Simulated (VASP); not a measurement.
```xyz
4
Lattice="3.8991 0.0000 0.0000 -1.9495 3.3767 0.0000 0.0000 0.0000 6.1014" Properties=species:S:1:pos:R:3 pbc="T T T"
Ru     0.0000     2.2511     6.0668
Ru     1.9495     1.1256     3.0161
As     0.0000     2.2511     2.3227
As     1.9495     1.1256     5.3734
```

The numbers are results of r2SCAN meta-GGA, VASP's PBE PAW potentials (set 64) (plane waves; VASP), not measurements. Settings: 400 eV cut-off, 10×10×6 Γ-centred mesh, tetrahedra with Blöchl corrections, potentials Ru_pv As.

Problem. Give the energies of bands 9 to 22 at the high-symmetry points, in eV from the Fermi level.

Solution. 
| band | Γ | M | K | A | L | H |
|---|---|---|---|---|---|---|
| 9 | -4.69 | -4.93 | -4.47 | -4.67 | -5.32 | -4.84 |
| 10 | -4.32 | -4.86 | -4.07 | -4.67 | -5.32 | -4.84 |
| 11 | -4.32 | -3.84 | -4.07 | -4.24 | -3.54 | -4.18 |
| 12 | -4.04 | -3.71 | -3.80 | -4.24 | -3.54 | -4.18 |
| 13 | -4.04 | -3.05 | -3.16 | -4.24 | -3.46 | -3.12 |
| 14 | -4.03 | -2.93 | -3.16 | -4.24 | -3.46 | -3.12 |
| 15 | -1.87 | -1.66 | -2.03 | -1.38 | -1.18 | -1.86 |
| 16 | -1.87 | -1.61 | -1.86 | -1.38 | -1.18 | -1.86 |
| 17 | -1.07 | -1.29 | -1.86 | -1.38 | -1.04 | -0.59 |
| 18 | -1.07 | -0.86 | -1.63 | -1.38 | -1.04 | -0.59 |
| 19 | -0.32 | -0.70 | -0.66 | 2.39 | -0.65 | 0.02 |
| 20 | 3.50 | -0.33 | 0.76 | 2.39 | -0.65 | 0.02 |
| 21 | 3.50 | 0.34 | 0.76 | 4.44 | 1.84 | 0.15 |
| 22 | 4.56 | 0.68 | 0.93 | 4.44 | 1.84 | 0.15 |

It has no gap at this level: it comes out as a metal or semimetal.

The structure was generated: RuAs was put into the wurtzite type (P6_3mc), which need not be its known phase. It was relaxed first, which changed the volume by -30 %.
